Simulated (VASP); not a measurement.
Crystal: HfTi2S5.

```
CELL_PARAMETERS angstrom
3.50000 0.00000 0.00000
-1.75000 3.03109 0.00000
0.00000 0.00000 14.90000
ATOMIC_POSITIONS crystal
Hf 0.00000 0.00000 0.50000
Ti 0.33333 0.66667 0.10500
Ti 0.66667 0.33333 0.89500
S 0.33333 0.66667 0.40300
S 0.66667 0.33333 0.59700
S 0.66667 0.33333 0.19100
S 0.33333 0.66667 0.80900
S 0.00000 0.00000 0.00000
```

The cell was built by a generator and needn't be a form met in nature.

* Program: VASP 6.6.1
* Task: relaxation of cell and atoms
* Functional: PBE
* Potentials or basis: VASP PAW PBE potentials, release 64 (Hf_pv, Ti_sv, S)
* Cutoff: 520 eV
* k mesh: 5 × 5 × 1
* Occupations: gaussian, width 0.15 eV
* Spin: no spin polarisation

At the start: pressure 3.7 GPa; volume 19.76 Å³/atom.

**Question.** How do energy, volume and symmetry change on relaxing?

**Answer.** Over 24 steps the energy falls by 23.5 meV/atom and the volume is 20.86 Å³/atom (+5.6 %); space group P-3m1 (No. 164, to 0.05 Å).

The path:
```tsv
step	energy change (eV)	largest force (eV/Å)	pressure (GPa)	volume (Å³)
1	0.0000	0.7981	3.73	158.07
2	-0.0081	0.7196	-4.30	168.82
3	-0.0946	0.3955	-0.75	163.47
4	-0.0944	0.4065	-0.51	163.21
5	-0.1197	0.3347	-0.25	162.58
6	-0.1516	0.1397	0.38	160.67
7	-0.1522	0.1364	0.36	160.84
8	-0.1576	0.1980	-0.38	162.01
9	-0.1576	0.2048	-0.43	162.21
10	-0.1620	0.2154	-0.29	162.21
11	-0.1664	0.2567	0.19	162.22
12	-0.1708	0.1958	0.34	162.59
13	-0.1793	0.0162	0.57	163.70
14	-0.1749	0.4144	1.06	165.93
15	-0.1810	0.1717	0.69	164.56
16	-0.1838	0.1478	0.58	165.41
17	-0.1855	0.1713	-0.39	167.98
18	-0.1860	0.1453	-0.27	167.53
19	-0.1857	0.1121	-0.15	166.60
20	-0.1850	0.1278	0.11	166.01
21	-0.1857	0.1140	0.11	166.48
22	-0.1859	0.1116	0.13	166.56
23	-0.1869	0.1015	0.00	166.65
24	-0.1882	0.0758	-0.13	166.87
```

Final structure:
```yaml
crystal:
  lattice:
    - [3.55399, 0.00000, 0.00000]
    - [-1.77699, 3.07784, 0.00000]
    - [0.00000, 0.00000, 15.25490]
  atoms:
    - { symbol: Hf, position: [0.00000, 0.00000, 0.50000] }
    - { symbol: Ti, position: [0.33333, 0.66667, 0.09534] }
    - { symbol: Ti, position: [0.66667, 0.33333, 0.90466] }
    - { symbol: S, position: [0.33333, 0.66667, 0.40282] }
    - { symbol: S, position: [0.66667, 0.33333, 0.59718] }
    - { symbol: S, position: [0.66667, 0.33333, 0.18221] }
    - { symbol: S, position: [0.33333, 0.66667, 0.81779] }
    - { symbol: S, position: [0.00000, 0.00000, 0.00000] }
```

Caveat: the k mesh is coarse (spacing up to 0.42 Å⁻¹), so the values aren't converged; this functional lacks dispersion, which binds the layers, so the pressure and a relaxed spacing across them are unreliable; the relaxation stopped at a loose force limit of 0.08 eV/Å, so its end isn't a converged minimum.
